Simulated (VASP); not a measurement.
Output of a VASP run:

**OUTCAR**
```
 ion  position               nearest neighbor table
   1  0.000  0.000  0.000-   2 2.43   2 2.43   2 2.43   2 2.43   2 2.43   2 2.43   2 2.43   2 2.43
  LATTYP: Found a simple cubic cell.
 ALAT       =     2.8045396587
 Subroutine PRICEL returns following result:
  LATTYP: Found a body centered cubic cell.
 ALAT       =     2.8045396587
 Subroutine GETGRP returns: Found 48 space group operations
The static configuration has the point symmetry O_h .
The dynamic configuration has the point symmetry O_h .
 Subroutine INISYM returns: Found 48 space group operations
 Subroutine IBZKPT returns following result:
 Found     84 irreducible k-points:

 Following reciprocal coordinates:
            Coordinates               Weight
  0.000000  0.000000  0.000000      1.000000
  0.083333  0.000000  0.000000      6.000000
  0.166667  0.000000  0.000000      6.000000
  0.250000  0.000000  0.000000      6.000000
  0.333333  0.000000  0.000000      6.000000
  0.416667  0.000000  0.000000      6.000000
  0.500000  0.000000  0.000000      3.000000
  0.083333  0.083333  0.000000     12.000000
  0.166667  0.083333  0.000000     24.000000
  0.250000  0.083333  0.000000     24.000000
  0.333333  0.083333  0.000000     24.000000
  0.416667  0.083333  0.000000     24.000000
  0.500000  0.083333  0.000000     12.000000
  0.166667  0.166667  0.000000     12.000000
  0.250000  0.166667  0.000000     24.000000
  0.333333  0.166667  0.000000     24.000000
  0.416667  0.166667  0.000000     24.000000
  0.500000  0.166667  0.000000     12.000000
  0.250000  0.250000  0.000000     12.000000
  0.333333  0.250000  0.000000     24.000000
  0.416667  0.250000  0.000000     24.000000
  0.500000  0.250000  0.000000     12.000000
  0.333333  0.333333  0.000000     12.000000
  0.416667  0.333333  0.000000     24.000000
  0.500000  0.333333  0.000000     12.000000
  0.416667  0.416667  0.000000     12.000000
  0.500000  0.416667  0.000000     12.000000
  0.500000  0.500000  0.000000      3.000000
  0.083333  0.083333  0.083333      8.000000
  0.166667  0.083333  0.083333     24.000000
  0.250000  0.083333  0.083333     24.000000
  0.333333  0.083333  0.083333     24.000000
  0.416667  0.083333  0.083333     24.000000
  0.500000  0.083333  0.083333     12.000000
  0.166667  0.166667  0.083333     24.000000
  0.250000  0.166667  0.083333     48.000000
  0.333333  0.166667  0.083333     48.000000
  0.416667  0.166667  0.083333     48.000000
  0.500000  0.166667  0.083333     24.000000
  0.250000  0.250000  0.083333     24.000000
   k-points           NKPTS =     84   k-points in BZ     NKDIM =     84   number of bands    NBANDS=     16
   number of dos      NEDOS =    301   number of ions     NIONS =      2
   total plane-waves  NPLWV =   8000
   dimension x,y,z NGX =    20 NGY =   20 NGZ =   20
   dimension x,y,z NGXF=    40 NGYF=   40 NGZF=   40
   ions per type =               2
   PREC   = accura    normal or accurate (medium, high low for compatibility)
   ISTART =      0    job   : 0-new  1-cont  2-samecut
   ICHARG =      2    charge: 1-file 2-atom 10-const
   ISPIN  =      1    spin polarized calculation?
   LNONCOLLINEAR =      F non collinear calculations
   LSORBIT =      F    spin-orbit coupling
   INIWAV =      1    electr: 0-lowe 1-rand  2-diag
   ENCUT  =  480.0 eV  35.28 Ry    5.94 a.u.   5.01  5.01  5.01*2*pi/ulx,y,z
   NELM   =    100;   NELMIN=  2; NELMDL= -5     # of ELM steps
   EDIFF  = 0.1E-06   stopping-criterion for ELM
   LREAL  =      F    real-space projection
   NLSPLINE    = F    spline interpolate recip. space projectors
   LMAXMIX     =    4 max onsite mixed and CHGCAR
   VOSKOWN=      0    Vosko Wilk Nusair interpolation
   EDIFFG = -.1E-01   stopping-criterion for IOM
   NSW    =     40    number of steps for IOM
   NBLOCK =      1;   KBLOCK =     40    inner block; outer block
   IBRION =      2    ionic relax: 0-MD 1-quasi-New 2-CG
...
```

OSZICAR:
```
       N       E                     dE             d eps       ncg     rms          rms(c)
DAV:   1     0.221742907046E+03    0.22174E+03   -0.13850E+04  2696   0.177E+03
DAV:   2    -0.157946926176E+02   -0.23754E+03   -0.23593E+03  2784   0.490E+02
DAV:   3    -0.240084796936E+02   -0.82138E+01   -0.81624E+01  3480   0.102E+02
DAV:   4    -0.241230839249E+02   -0.11460E+00   -0.11459E+00  3272   0.121E+01
DAV:   5    -0.241251039412E+02   -0.20200E-02   -0.20200E-02  3528   0.131E+00    0.207E+01
DAV:   6    -0.205514914068E+02    0.35736E+01   -0.19643E+01  2808   0.543E+01    0.263E+00
DAV:   7    -0.205120638526E+02    0.39428E-01   -0.18837E-01  2896   0.491E+00    0.159E+00
DAV:   8    -0.204855469218E+02    0.26517E-01   -0.23241E-02  3456   0.222E+00    0.182E-01
DAV:   9    -0.204853752750E+02    0.17165E-03   -0.22536E-03  3080   0.494E-01    0.930E-02
DAV:  10    -0.204853853491E+02   -0.10074E-04   -0.11222E-04  3640   0.117E-01    0.420E-02
DAV:  11    -0.204853695641E+02    0.15785E-04   -0.10973E-04  2856   0.130E-01    0.287E-03
DAV:  12    -0.204853697860E+02   -0.22190E-06   -0.11958E-06  3232   0.124E-02    0.141E-03
DAV:  13    -0.204853708122E+02   -0.10262E-05   -0.88507E-08  1512   0.333E-03    0.266E-04
DAV:  14    -0.204853708260E+02   -0.13804E-07   -0.10978E-08  1376   0.850E-04
   1 F= -.20210009E+02 E0= -.20210077E+02  d E =-.202100E+02
```

OUTCAR:
```
------------------------ aborting loop because EDIFF is reached ----------------------------------------
  FORCE on cell =-STRESS in cart. coord.  units (eV):
  Direction    XX          YY          ZZ          XY          YZ          ZX
  --------------------------------------------------------------------------------------
  Total        0.2750014      0.2750014      0.2750014      0.0000000     -0.0000000     -0.0000000
  in kB       19.9737997     19.9737997     19.9737997      0.0000000     -0.0000000     -0.0000000
  external PRESSURE =      -0.0262003 kB  Pullay stress =      20.0000000 kB
  volume of cell :       22.06
      direct lattice vectors                 reciprocal lattice vectors
     2.804539659  0.000000000  0.000000000     0.356564756  0.000000000  0.000000000
     0.000000000  2.804539659  0.000000000     0.000000000  0.356564756  0.000000000
     0.000000000  0.000000000  2.804539659     0.000000000  0.000000000  0.356564756
 POSITION                                       TOTAL-FORCE (eV/Angst)
 -----------------------------------------------------------------------------------
      0.00000      0.00000      0.00000        -0.000000      0.000000     -0.000000
      1.40227      1.40227      1.40227         0.000000     -0.000000      0.000000
 -----------------------------------------------------------------------------------
    total drift:                               -0.000000      0.000000      0.000000
  FREE ENERGIE OF THE ION-ELECTRON SYSTEM (eV)
  ---------------------------------------------------
  free  energy   TOTEN  =       -20.4853708260 eV

  energy  without entropy=      -20.4855743513  energy(sigma->0) =      -20.48543867
  enthalpy is  TOTEN    =       -20.2100087226 eV   P V=        0.2753621034

 reached required accuracy - stopping structural energy minimisation
```
(Selected blocks of OUTCAR.)

**POSCAR**
```
Cr
1
    2.8045396587    -0.0000000000     0.0000000000
   -0.0000000000     2.8045396587    -0.0000000000
    0.0000000000    -0.0000000000     2.8045396587
Cr
2
Direct
  0.0000000000   0.0000000000   0.0000000000
  0.5000000000   0.5000000000   0.5000000000
```

Task: Write an INCAR and KPOINTS that could have produced this output.

Result: This is not unique; one that fits is the input of the run itself, PBEsol GGA, plane waves, VASP's PBE PAW potentials (set 64).

### INCAR
```
SYSTEM = Cr
PREC = Accurate
ENCUT = 480
EDIFF = 1E-7
NELM = 100
ALGO = Normal
LREAL = .FALSE.
LASPH = .TRUE.
ISMEAR = 1
SIGMA = 0.1
GGA = PS
LMAXMIX = 4
LWAVE = .FALSE.
LCHARG = .FALSE.
ISIF = 3
IBRION = 2
NSW = 40
EDIFFG = -0.01
PSTRESS = 20
```

KPOINTS:
```
Automatic mesh
0
Gamma
12 12 12
0 0 0
```

POTCAR, in this order: Cr_pv (PBE.64 set). Program: vasp_std.

The compound is Cr in the bcc, AFM order structure. It was relaxed first under an external pressure of 2 GPa. The run is not spin-polarised, so no magnetic state was tried.
